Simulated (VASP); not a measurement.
Output of a VASP run:

File OUTCAR:
```
 ion  position               nearest neighbor table
   1  0.667  0.333  0.500-   4 1.89   4 1.89   4 1.89   3 1.89   2 3.09   2 3.09   2 3.09   2 3.09
                             2 3.09   2 3.09
   2  0.333  0.667  0.000-   3 1.89   3 1.89   3 1.89   4 1.89   1 3.09   1 3.09   1 3.09   1 3.09
                             1 3.09   1 3.09
   3  0.667  0.333  0.875-   2 1.89   2 1.89   2 1.89   1 1.89
   4  0.333  0.667  0.375-   1 1.89   1 1.89   1 1.89   2 1.89
  LATTYP: Found a hexagonal cell.
 ALAT       =     3.0799997890
 C/A-ratio  =     1.6396105019
 Subroutine PRICEL returns:
 Original cell was already a primitive cell.
 Subroutine GETGRP returns: Found 12 space group operations
The static configuration has the point symmetry C_3v.
 The point group associated with its full space group is C_6v.
The dynamic configuration has the point symmetry C_3v.
 Subroutine INISYM returns: Found 12 space group operations
 Subroutine IBZKPT returns following result:
 Found     21 irreducible k-points:

 Following reciprocal coordinates:
            Coordinates               Weight
  0.000000  0.000000  0.000000      1.000000
  0.166667 -0.000000  0.000000      6.000000
  0.333333  0.000000  0.000000      6.000000
  0.500000 -0.000000  0.000000      3.000000
  0.166667  0.166667  0.000000      6.000000
  0.333333  0.166667  0.000000     12.000000
  0.333333  0.333333  0.000000      2.000000
  0.000000  0.000000  0.250000      2.000000
  0.166667 -0.000000  0.250000     12.000000
  0.333333  0.000000  0.250000     12.000000
  0.500000 -0.000000  0.250000      6.000000
  0.166667  0.166667  0.250000     12.000000
  0.333333  0.166667  0.250000     24.000000
  0.333333  0.333333  0.250000      4.000000
  0.000000  0.000000  0.500000      1.000000
  0.166667 -0.000000  0.500000      6.000000
  0.333333  0.000000  0.500000      6.000000
  0.500000 -0.000000  0.500000      3.000000
  0.166667  0.166667  0.500000      6.000000
  0.333333  0.166667  0.500000     12.000000
  0.333333  0.333333  0.500000      2.000000
   k-points           NKPTS =     21   k-points in BZ     NKDIM =     21   number of bands    NBANDS=     12
   number of dos      NEDOS =    301   number of ions     NIONS =      4
   total plane-waves  NPLWV =  14400
   dimension x,y,z NGX =    20 NGY =   20 NGZ =   36
   dimension x,y,z NGXF=    40 NGYF=   40 NGZF=   72
   ions per type =               2   2
   PREC   = accura    normal or accurate (medium, high low for compatibility)
   ISTART =      0    job   : 0-new  1-cont  2-samecut
   ICHARG =      2    charge: 1-file 2-atom 10-const
   ISPIN  =      1    spin polarized calculation?
   LNONCOLLINEAR =      F non collinear calculations
   LSORBIT =      F    spin-orbit coupling
   INIWAV =      1    electr: 0-lowe 1-rand  2-diag
   ENCUT  =  400.0 eV  29.40 Ry    5.42 a.u.   5.02  5.02  8.24*2*pi/ulx,y,z
   NELM   =    100;   NELMIN=  2; NELMDL= -5     # of ELM steps
   EDIFF  = 0.1E-05   stopping-criterion for ELM
   LREAL  =      F    real-space projection
   NLSPLINE    = F    spline interpolate recip. space projectors
   LMAXMIX     =    2 max onsite mixed and CHGCAR
   VOSKOWN=      0    Vosko Wilk Nusair interpolation
   EDIFFG = 0.1E-04   stopping-criterion for IOM
   NSW    =      0    number of steps for IOM
   NBLOCK =      1;   KBLOCK =      1    inner block; outer block
   IBRION =     -1    ionic relax: 0-MD 1-quasi-New 2-CG
   NFREE  =      0    steps in history (QN), initial steepest desc. (CG)
   ISIF   =      2    stress and relaxation
   ISYM   =      2    0-nonsym 1-usesym 2-fastsym
   TEIN   =    0.0    initial temperature
   TEBEG  =    0.0;   TEEND  =   0.0 temperature during run
   SMASS  =  -3.00    Nose mass-parameter (am)
   PSTRESS=    0.0 pullay stress
   NELECT =      16.0000    total number of electrons
   EFERMI =   0.00;   METHOD = LEGACY
   ISMEAR =    -1;   SIGMA  =   0.02  broadening in eV -4-tet -1-fermi 0-gaus
   IALGO  =     38    algorithm
   LDIAG  =      T    sub-space diagonalisation (order eigenvalues)
   IMIX   =      4    mixing-type and parameters
...
```

### OSZICAR
```
       N       E                     dE             d eps       ncg     rms          rms(c)
DAV:   1     0.244306849578E+02    0.24431E+02   -0.63933E+03   504   0.965E+02
DAV:   2    -0.348990074986E+02   -0.59330E+02   -0.54097E+02   776   0.172E+02
DAV:   3    -0.372823727709E+02   -0.23834E+01   -0.23734E+01   660   0.350E+01
DAV:   4    -0.373072973622E+02   -0.24925E-01   -0.24908E-01   628   0.433E+00
DAV:   5    -0.373077396692E+02   -0.44231E-03   -0.44225E-03   652   0.526E-01    0.127E+01
DAV:   6    -0.334386541697E+02    0.38691E+01   -0.11559E+01   608   0.214E+01    0.584E+00
DAV:   7    -0.333059353144E+02    0.13272E+00   -0.96094E-01   644   0.646E+00    0.243E+00
DAV:   8    -0.332680138797E+02    0.37921E-01   -0.57002E-02   568   0.169E+00    0.635E-01
DAV:   9    -0.332640647144E+02    0.39492E-02   -0.68929E-03   612   0.622E-01    0.129E-01
DAV:  10    -0.332641075949E+02   -0.42880E-04   -0.44419E-04   592   0.161E-01    0.633E-02
DAV:  11    -0.332641077615E+02   -0.16661E-06   -0.20924E-05   612   0.400E-02    0.160E-02
DAV:  12    -0.332641065533E+02    0.12082E-05   -0.27030E-06   484   0.111E-02    0.496E-03
DAV:  13    -0.332641065093E+02    0.44037E-07   -0.73956E-07   352   0.537E-03
   1 F= -.33264107E+02 E0= -.33264107E+02  d E =-.250556E-11
```

OUTCAR:
```
------------------------ aborting loop because EDIFF is reached ----------------------------------------
  FORCE on cell =-STRESS in cart. coord.  units (eV):
  Direction    XX          YY          ZZ          XY          YZ          ZX
  --------------------------------------------------------------------------------------
  Total       -1.5325434     -1.5325431     -1.2884528     -0.0000000     -0.0000000      0.0000000
  in kB      -59.1834054    -59.1833946    -49.7571735     -0.0000000     -0.0000000      0.0000000
  external PRESSURE =     -56.0413245 kB  Pullay stress =       0.0000000 kB
  volume of cell :       41.49
      direct lattice vectors                 reciprocal lattice vectors
     1.540000000 -2.667358000  0.000000000     0.324675325 -0.187451403  0.000000000
     1.540000000  2.667358000  0.000000000     0.324675325  0.187451403  0.000000000
     0.000000000  0.000000000  5.050000000     0.000000000  0.000000000  0.198019802
  FREE ENERGIE OF THE ION-ELECTRON SYSTEM (eV)
  ---------------------------------------------------
  free  energy   TOTEN  =       -33.2641065093 eV

  energy  without entropy=      -33.2641065093  energy(sigma->0) =      -33.26410651
```
(Selected blocks of OUTCAR.)

### POSCAR
```
SiC
1
    1.5400000000    -2.6673580000     0.0000000000
    1.5400000000     2.6673580000     0.0000000000
    0.0000000000     0.0000000000     5.0500000000
Si C
2 2
Direct
  0.6666670000   0.3333330000   0.5000000000
  0.3333330000   0.6666670000   0.0000000000
  0.6666670000   0.3333330000   0.8750000000
  0.3333330000   0.6666670000   0.3750000000
```

Q: Write an INCAR and KPOINTS that could have produced this output.

A: This is not unique; one that fits is the input of the run itself, LDA (Ceperley-Alder, Perdew-Zunger), plane waves, VASP's LDA PAW potentials (set 64).

INCAR:
```
ISMEAR = -1   # Fermi-Dirac
NELM = 100   # most electronic steps
LWAVE = .False.
EDIFF = 1E-6
LCHARG = .False.
SIGMA = 0.02
SYSTEM = SiC
ISIF = 2
LASPH = .True.
PREC = Accurate
LREAL = .False.   # projection in real space or not
ENCUT = 400   # plane-wave cut-off (eV)
ALGO = Normal
```

**KPOINTS**
```
Automatic mesh
0
Gamma
6 6 4
0 0 0
```

POTCAR, in this order: Si C (LDA.64 set). Program: vasp_std.

At this cut-off the stress carries a Pulay error, which pulls relaxed volumes low.

The structure is a typed SiC crystal (P6_3mc). The cell was not relaxed at this level.
